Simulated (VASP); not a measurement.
# TaTe (Pm-3m) in VASP: further runs

One crystal, TaTe, is run at these levels: PBE; tasks: single point, relaxation of cell and atoms.

Program: VASP 6.6.1. These are calculated values, not measurements. Logs are shortened: lines on timing, memory, paths and dates and some standing lists are left out, and cuts for length are marked.

**1. The cell of the first run**

The structure is cubic, space group Pm-3m (No. 221). The conventional cell has a = 3.420 Å, b = 3.420 Å, c = 3.420 Å, α = 90.00°, β = 90.00°, γ = 90.00°. Ta (site symmetry m-3m) is surrounded by 8 Te at 2.96 Å. Te (site symmetry m-3m) is surrounded by 8 Ta at 2.96 Å.

The cell was built by a generator and needn't be a form met in nature.

**2. Single point, PBE (random cell by space group and Wyckoff sites (Pm-3m, No. 221))**

Contents of INCAR:

```
SYSTEM = TaTe
  ALGO = Fast
  EDIFF = 1E-7
  ENCUT = 520
  GGA = PE
  ISIF = 2
  ISMEAR = 0
  LASPH = .True.
  LCHARG = .False.
  LREAL = .False.
  LWAVE = .False.
  NBANDS = 16
  NELM = 60
  PREC = Accurate
  SIGMA = 0.1
```

Contents of KPOINTS:

```
k-points
0
Gamma
  6 6 6
  0 0 0
```

Contents of POSCAR:

```
TaTe
1.0
    3.4196885943      0.0000000000      0.0000000000
    0.0000000000      3.4196885943      0.0000000000
    0.0000000000      0.0000000000      3.4196885943
Ta Te
1 1
Direct
    0.5000000000      0.5000000000      0.5000000000
    0.0000000000      0.0000000000      0.0000000000
```

Potentials or basis: VASP PAW PBE potentials, release 64 (Ta_pv, Te).

Launch:

```
> cat potpaw_PBE.64/Ta_pv/POTCAR potpaw_PBE.64/Te/POTCAR > POTCAR
> mpirun -np 1 vasp_std > vasp.out
```

OUTCAR:

```text
SYSTEM = TaTe
   EDIFF = 1E-7
   ENCUT = 520
   GGA = PE
   ISIF = 2
   ISMEAR = 0
   LASPH = .True.
   LREAL = .False.
   NELM = 60
   PREC = Accurate

 ion  position               nearest neighbor table
   1  0.500  0.500  0.500-   2 2.96   2 2.96   2 2.96   2 2.96   2 2.96   2 2.96   2 2.96   2 2.96

   2  0.000  0.000  0.000-   1 2.96   1 2.96   1 2.96   1 2.96   1 2.96   1 2.96   1 2.96   1 2.96

  LATTYP: Found a simple cubic cell.
 ALAT       =     3.4196885943

  Lattice vectors:

 A1 = (   3.4196885943,   0.0000000000,   0.0000000000)
 A2 = (   0.0000000000,   3.4196885943,   0.0000000000)
 A3 = (   0.0000000000,   0.0000000000,   3.4196885943)

Analysis of symmetry for initial positions (statically):
=====================================================================
 Subroutine PRICEL returns:
 Original cell was already a primitive cell.

 Routine SETGRP: Setting up the symmetry group for a
 simple cubic supercell.

 Subroutine GETGRP returns: Found 48 space group operations
 (whereof 48 operations were pure point group operations)
 out of a pool of 48 trial point group operations.

The static configuration has the point symmetry O_h .

Analysis of symmetry for dynamics (positions and initial velocities):
=====================================================================
 Subroutine PRICEL returns:
 Original cell was already a primitive cell.

 Routine SETGRP: Setting up the symmetry group for a
 simple cubic supercell.

 Subroutine GETGRP returns: Found 48 space group operations
 (whereof 48 operations were pure point group operations)
 out of a pool of 48 trial point group operations.

The dynamic configuration has the point symmetry O_h .

 Subroutine INISYM returns: Found 48 space group operations
 (whereof 48 operations are pure point group operations),
 and found     1 'primitive' translations

----------------------------------------------------------------------------------------

                                     Primitive cell

  volume of cell :      39.9908

  direct lattice vectors                    reciprocal lattice vectors
     3.419688594  0.000000000  0.000000000     0.292424287  0.000000000  0.000000000
     0.000000000  3.419688594  0.000000000     0.000000000  0.292424287  0.000000000
     0.000000000  0.000000000  3.419688594     0.000000000  0.000000000  0.292424287

  length of vectors
     3.419688594  3.419688594  3.419688594     0.292424287  0.292424287  0.292424287

  position of ions in fractional coordinates (direct lattice)
     0.500000000  0.500000000  0.500000000
     0.000000000  0.000000000  0.000000000

  ion indices of the primitive-cell ions
   primitive index   ion index
                 1           1
                 2           2

----------------------------------------------------------------------------------------

 KPOINTS: k-points

Automatic generation of k-mesh.
 Grid dimensions read from file:
 generate k-points for:    6    6    6

 Generating k-lattice:

  Cartesian coordinates                     Fractional coordinates (reciprocal lattice)
     0.048737381  0.000000000  0.000000000     0.166666667  0.000000000  0.000000000
     0.000000000  0.048737381  0.000000000     0.000000000  0.166666667  0.000000000
     0.000000000  0.000000000  0.048737381     0.000000000  0.000000000  0.166666667

  Length of vectors
     0.048737381  0.048737381  0.048737381

  Shift w.r.t. Gamma in fractional coordinates (k-lattice)
     0.000000000  0.000000000  0.000000000

 Subroutine IBZKPT returns following result:
 ===========================================

 Found     20 irreducible k-points:

 Following reciprocal coordinates:
            Coordinates               Weight
  0.000000  0.000000  0.000000      1.000000
  0.166667  0.000000  0.000000      6.000000
  0.333333  0.000000  0.000000      6.000000
  0.500000  0.000000  0.000000      3.000000
  0.166667  0.166667  0.000000     12.000000
  0.333333  0.166667  0.000000     24.000000
[... 12 lines left out ...]
  0.500000  0.500000  0.333333      6.000000
  0.500000  0.500000  0.500000      1.000000
   k-points           NKPTS =     20   k-points in BZ     NKDIM =     20   number of bands    NBANDS=     16
   number of dos      NEDOS =    301   number of ions     NIONS =      2
   total plane-waves  NPLWV =  21952
   dimension x,y,z NGX =    28 NGY =   28 NGZ =   28
   dimension x,y,z NGXF=    56 NGYF=   56 NGZF=   56
   ions per type =               1   1
   NGX,Y,Z   is equivalent  to a cutoff of  13.61, 13.61, 13.61 a.u.
   NGXF,Y,Z  is equivalent  to a cutoff of  27.22, 27.22, 27.22 a.u.
 SYSTEM =  TaTe
   PREC   = accura    normal or accurate (medium, high low for compatibility)
   ISTART =      0    job   : 0-new  1-cont  2-samecut
   ICHARG =      2    charge: 1-file 2-atom 10-const
   ISPIN  =      1    spin polarized calculation?
   LNONCOLLINEAR =      F non collinear calculations
   LSORBIT =      F    spin-orbit coupling
   LASPH  =      T    aspherical Exc in radial PAW
   ENCUT  =  520.0 eV  38.22 Ry    6.18 a.u.   6.36  6.36  6.36*2*pi/ulx,y,z
   NELM   =     60;   NELMIN=  2; NELMDL= -5     # of ELM steps
   EDIFF  = 0.1E-06   stopping-criterion for ELM
   LREAL  =      F    real-space projection
   EDIFFG = 0.1E-05   stopping-criterion for IOM
   NSW    =      0    number of steps for IOM
   IBRION =     -1    ionic relax: 0-MD 1-quasi-New 2-CG
   NFREE  =      0    steps in history (QN), initial steepest desc. (CG)
   ISIF   =      2    stress and relaxation
   ISYM   =      2    0-nonsym 1-usesym 2-fastsym
   POTIM  = 0.5000    time-step for ionic-motion
   TEBEG  =    0.0;   TEEND  =   0.0 temperature during run
   PSTRESS=    0.0 pullay stress
   NELECT =      17.0000    total number of electrons
   NUPDOWN=      -1.0000    fix difference up-down
   EMIN   =  10.00;   EMAX   =-10.00  energy-range for DOS
   EFERMI =   0.00;   METHOD = LEGACY
   ISMEAR =     0;   SIGMA  =   0.10  broadening in eV -4-tet -1-fermi 0-gaus
   EFERMI_NEDOS =   21; number of points for ismear=-14 and -15
   IALGO  =     68    algorithm
   IMIX   =      4    mixing-type and parameters
     AMIX     =   0.40;   BMIX     =  1.00
     AMIX_MAG =   1.60;   BMIX_MAG =  1.00
  volume/ion in A,a.u.               =      20.00       134.94
  Fermi-wavevector in a.u.,A,eV,Ry     =   1.230943  2.326145 20.615826  1.515220
  Thomas-Fermi vector in A             =   2.365772
   LORBIT       =      0    0 simple, 1 ext, 2 COOP (PROOUT), +10 PAW based schemes
   GGA     = PE    functional components
   LHFCALC =     F    Hartree Fock is set to
   AEXX    =    0.0000 exact exchange contribution
   IVDW    =     0    specifies the selected vdW correction
   LEPSILON=     F    determine dielectric tensor
   LRPA    =     F    only Hartree local field effects (RPA)
 non-spin polarized calculation
 RMM-DIIS sequential band-by-band and
 Gauss-broadening in eV      SIGMA  =   0.10
  energy-cutoff  :      520.00
  volume of cell :       39.99
 maximum number of plane-waves:      1108
 NGX is ok and might be reduce to    28
   NGX = 13   NGY = 13   NGZ = 13

 number of electron      17.0000005 magnetization

 Free energy of the ion-electron system (eV)
  ---------------------------------------------------
  ext. energy  EPLUGINS =         0.00000000
  ---------------------------------------------------
  free energy    TOTEN  =       -14.53824224 eV

  energy without entropy =      -14.51994863  energy(sigma->0) =      -14.52909544

 E-fermi :   9.7072     XC(G=0): -11.9062

 val. band max:        9.7046283565   @ k =   0.5000   0.1667   0.1667
 cond. band min:       9.7159836821   @ k =   0.3333   0.1667   0.1667
 fundamental gap:      0.0113553256
 Fermi energy:         9.7072052511

 k-point     1 :       0.0000    0.0000    0.0000
  band No.  band energies     occupation
      1     -25.2447      2.00000
      2     -25.2447      2.00000
      3     -25.2447      2.00000
      4      -5.1662      2.00000
      5       6.9094      2.00000
      6       6.9094      2.00000
[... 8 lines left out ...]
     15      18.2182      0.00000
     16      22.0782      0.00000

 k-point     2 :       0.1667    0.0000    0.0000
  band No.  band energies     occupation
      1     -25.2837      2.00000
      2     -25.2407      2.00000
      3     -25.2407      2.00000
      4      -4.8136      2.00000
      5       5.0802      2.00000
      6       7.0838      2.00000
[... 8 lines left out ...]
     15      19.1586      0.00000
     16      21.4976      0.00000

 k-point     3 :       0.3333    0.0000    0.0000
  band No.  band energies     occupation
      1     -25.3609      2.00000
      2     -25.2328      2.00000
      3     -25.2328      2.00000
      4      -3.8982      2.00000
      5       2.4250      2.00000
      6       7.0389      2.00000
[... 8 lines left out ...]
     15      18.6830      0.00000
     16      18.6833      0.00000

 k-point     4 :       0.5000    0.0000    0.0000
  band No.  band energies     occupation
      1     -25.3990      2.00000
      2     -25.2288      2.00000
      3     -25.2288      2.00000
      4      -3.2070      2.00000
      5       1.1042      2.00000
      6       6.7560      2.00000
[... 8 lines left out ...]
     15      16.7400      0.00000
     16      16.7403      0.00000
[... 248 lines left out ...]
 k-point    18 :       0.5000    0.3333    0.3333
  band No.  band energies     occupation
      1     -25.3647      2.00000
      2     -25.3269      2.00000
      3     -25.3227      2.00000
      4      -1.8600      2.00000
      5       3.1349      2.00000
      6       3.6776      2.00000
[... 8 lines left out ...]
     15      16.4172      0.00000
     16      19.0567      0.00000

 k-point    19 :       0.5000    0.5000    0.3333
  band No.  band energies     occupation
      1     -25.3591      2.00000
      2     -25.3591      2.00000
      3     -25.3199      2.00000
      4      -1.4184      2.00000
      5       3.1994      2.00000
      6       3.1994      2.00000
[... 8 lines left out ...]
     15      16.0830      0.00000
     16      16.7327      0.00000

 k-point    20 :       0.5000    0.5000    0.5000
  band No.  band energies     occupation
      1     -25.3536      2.00000
      2     -25.3536      2.00000
      3     -25.3536      2.00000
      4      -0.7418      2.00000
      5       3.0183      2.00000
      6       3.0183      2.00000
[... 8 lines left out ...]
     15      15.2714      0.00000
     16      15.2714      0.00000

------------------------ aborting loop because EDIFF is reached ----------------------------------------

  FORCE on cell =-STRESS in cart. coord.  units (eV):
  Direction    XX          YY          ZZ          XY          YZ          ZX
  --------------------------------------------------------------------------------------
  -------------------------------------------------------------------------------------
  Total        0.0008396      0.0008396      0.0008396     -0.0000000      0.0000000      0.0000000
  in kB        0.0336355      0.0336355      0.0336355     -0.0000000      0.0000000      0.0000000
  external PRESSURE =       0.0336355 kB  Pullay stress =       0.0000000 kB

 VOLUME and BASIS-vectors are now :
 -----------------------------------------------------------------------------
  energy-cutoff  :      520.00
  volume of cell :       39.99
      direct lattice vectors                 reciprocal lattice vectors
     3.419688594  0.000000000  0.000000000     0.292424287  0.000000000  0.000000000
     0.000000000  3.419688594  0.000000000     0.000000000  0.292424287  0.000000000
     0.000000000  0.000000000  3.419688594     0.000000000  0.000000000  0.292424287

 POSITION                                       TOTAL-FORCE (eV/Angst)
 -----------------------------------------------------------------------------------
      1.70984      1.70984      1.70984         0.000000      0.000000      0.000000
      0.00000      0.00000      0.00000         0.000000      0.000000      0.000000
 -----------------------------------------------------------------------------------
    total drift:                                0.000000      0.000000      0.000000

  FREE ENERGIE OF THE ION-ELECTRON SYSTEM (eV)
  ---------------------------------------------------
  free  energy   TOTEN  =       -14.5382422398 eV

  energy  without entropy=      -14.5199486335  energy(sigma->0) =      -14.52909544
```

Wall time 11 s (1 thread of AMD EPYC 9R14 (Zen 4), shared host); peak memory 0.12 GiB.

What came out:

* Free energy: -14.5382 eV
* Pressure: 0.0 GPa
* Band gap on the k mesh: none (metal or under the smearing width)

[end of part 1 of 2]
